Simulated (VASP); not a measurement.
Input:

```
PbF2
1.0
    0.00000     2.99478     2.99478
    2.99478     0.00000     2.99478
    2.99478     2.99478     0.00000
Pb F
1 2
Direct
  0.00000   0.00000   0.00000
  0.25000   0.25000   0.25000
  0.75000   0.75000   0.75000
```

Method: PW91 GGA, VASP's PBE PAW potentials (set 64) (plane waves; VASP 6.6.1). Run with 520 eV cut-off, 7×7×7 Γ-centred mesh, tetrahedra with Blöchl corrections, potentials Pb_d F.

Task: What does the run give for the energy per atom (σ→0)?

Result: 
- energy per atom (σ→0): -4.827 eV/atom

The absolute energy has meaning only against runs of the same code, potentials and settings.

The compound is PbF2 in the fluorite structure, the β form. It was relaxed first.
